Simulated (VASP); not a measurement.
Output of a VASP run:

**OSZICAR**
```
       N       E                     dE             d eps       ncg     rms          rms(c)
DAV:   1     0.200412823814E+03    0.20041E+03   -0.12591E+04  2720   0.155E+03
DAV:   2    -0.152528003621E+02   -0.21567E+03   -0.21368E+03  2856   0.455E+02
DAV:   3    -0.222570079439E+02   -0.70042E+01   -0.69041E+01  3576   0.937E+01
DAV:   4    -0.223520014631E+02   -0.94994E-01   -0.94960E-01  3248   0.109E+01
DAV:   5    -0.223539439442E+02   -0.19425E-02   -0.19425E-02  3664   0.122E+00    0.184E+01
DAV:   6    -0.190720048884E+02    0.32819E+01   -0.19096E+01  2840   0.523E+01    0.264E+00
DAV:   7    -0.190453958422E+02    0.26609E-01   -0.16291E-01  2912   0.459E+00    0.155E+00
DAV:   8    -0.190297495892E+02    0.15646E-01   -0.20685E-02  3704   0.192E+00    0.190E-01
DAV:   9    -0.190297202176E+02    0.29372E-04   -0.34749E-03  3056   0.679E-01    0.118E-01
DAV:  10    -0.190296314488E+02    0.88769E-04   -0.16154E-04  3432   0.110E-01    0.574E-02
DAV:  11    -0.190295980936E+02    0.33355E-04   -0.20096E-04  2864   0.170E-01    0.415E-03
DAV:  12    -0.190295998209E+02   -0.17273E-05   -0.22075E-06  2432   0.148E-02    0.444E-03
DAV:  13    -0.190296017941E+02   -0.19731E-05   -0.17758E-06  1632   0.164E-02    0.252E-04
DAV:  14    -0.190296017799E+02    0.14174E-07   -0.13172E-07  1368   0.299E-03
   1 F= -.19029602E+02 E0= -.19029571E+02  d E =-.190296E+02
```

OUTCAR:
```
------------------------ aborting loop because EDIFF is reached ----------------------------------------
  FORCE on cell =-STRESS in cart. coord.  units (eV):
  Direction    XX          YY          ZZ          XY          YZ          ZX
  --------------------------------------------------------------------------------------
  Total       -0.0117941     -0.0117941     -0.0117941     -0.0000000      0.0000000      0.0000000
  in kB       -0.8243956     -0.8243956     -0.8243956     -0.0000000      0.0000000      0.0000000
  external PRESSURE =      -0.8243956 kB  Pullay stress =       0.0000000 kB
  volume of cell :       22.92
      direct lattice vectors                 reciprocal lattice vectors
     2.840621226  0.000000000  0.000000000     0.352035671  0.000000000  0.000000000
     0.000000000  2.840621226  0.000000000     0.000000000  0.352035671  0.000000000
     0.000000000  0.000000000  2.840621226     0.000000000  0.000000000  0.352035671
 POSITION                                       TOTAL-FORCE (eV/Angst)
 -----------------------------------------------------------------------------------
      0.00000      0.00000      0.00000         0.000000      0.000000      0.000000
      1.42031      1.42031      1.42031        -0.000000     -0.000000     -0.000000
 -----------------------------------------------------------------------------------
    total drift:                               -0.000000      0.000000      0.000000
  FREE ENERGIE OF THE ION-ELECTRON SYSTEM (eV)
  ---------------------------------------------------
  free  energy   TOTEN  =       -19.0296017799 eV

  energy  without entropy=      -19.0295089344  energy(sigma->0) =      -19.02957083

 reached required accuracy - stopping structural energy minimisation
```
(Selected blocks of OUTCAR.)

### POSCAR
```
Cr
1
    2.8406212260     0.0000000000    -0.0000000000
    0.0000000000     2.8406212260    -0.0000000000
    0.0000000000     0.0000000000     2.8406212260
Cr
2
Direct
  1.0000000000   1.0000000000   1.0000000000
  0.5000000000   0.5000000000   0.5000000000
```

Reconstruct the remaining input files.

Several could match; the one computed here: the input of the run itself, PBE GGA, plane waves, VASP's PBE PAW potentials (set 64).

### KPOINTS
```
Automatic
0
G
12 12 12
```

INCAR:
```
ALGO = Normal
EDIFF = 1E-6
EDIFFG = -0.01
ENCUT = 400
GGA = PE
IBRION = 2
ISIF = 3
ISMEAR = 1
LASPH = .True.
LCHARG = .False.
LMAXMIX = 4
LREAL = .False.
LWAVE = .False.
NELM = 100
NSW = 60
PREC = Accurate
SIGMA = 0.1
SYSTEM = Cr
```

POTCAR, in this order: Cr_pv (PBE.64 set). Program: vasp_std.

The compound is Cr in the bcc, AFM order structure. It was relaxed first. The start is the result of an earlier pass. The run is not spin-polarised, so no magnetic state was tried.
